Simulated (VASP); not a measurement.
Data:

```yaml
crystal:
  lattice:
    - [1.51380, -2.62197, 0.00000]
    - [1.51380, 2.62197, 0.00000]
    - [0.00000, 0.00000, 3.24036]
  atoms:
    - { symbol: Ti, position: [0.00000, 0.00000, 0.00000] }
    - { symbol: B, position: [0.33333, 0.66667, 0.50000] }
    - { symbol: B, position: [0.66667, 0.33333, 0.50000] }
```

Computed with optB88-vdW, VASP's PBE PAW potentials (set 64) (plane waves; VASP). Numerical set-up: 520 eV cut-off, Gaussian smearing of 0.050 eV, potentials Ti_sv B.

Q: Give the energies of bands 6 to 12 at the high-symmetry points, in eV from the Fermi level.

A: 
| band | Γ | M | K | A | L | H |
|---|---|---|---|---|---|---|
| 6 | -2.66 | -9.25 | -8.33 | -7.53 | -7.58 | -8.60 |
| 7 | -2.66 | -3.33 | -7.29 | -0.67 | -4.68 | -5.73 |
| 8 | -2.42 | -3.31 | -1.96 | -0.67 | -3.81 | -3.16 |
| 9 | -2.12 | -2.27 | -1.96 | -0.23 | -3.12 | -3.16 |
| 10 | 1.74 | 1.20 | 1.24 | -0.23 | 2.28 | 2.31 |
| 11 | 1.74 | 2.57 | 1.24 | 0.33 | 2.74 | 4.01 |
| 12 | 3.43 | 3.03 | 1.86 | 0.33 | 4.22 | 4.01 |

It has no gap at this level: it comes out as a metal or semimetal.

The compound is TiB2 in the AlB2 type structure. It was relaxed first.
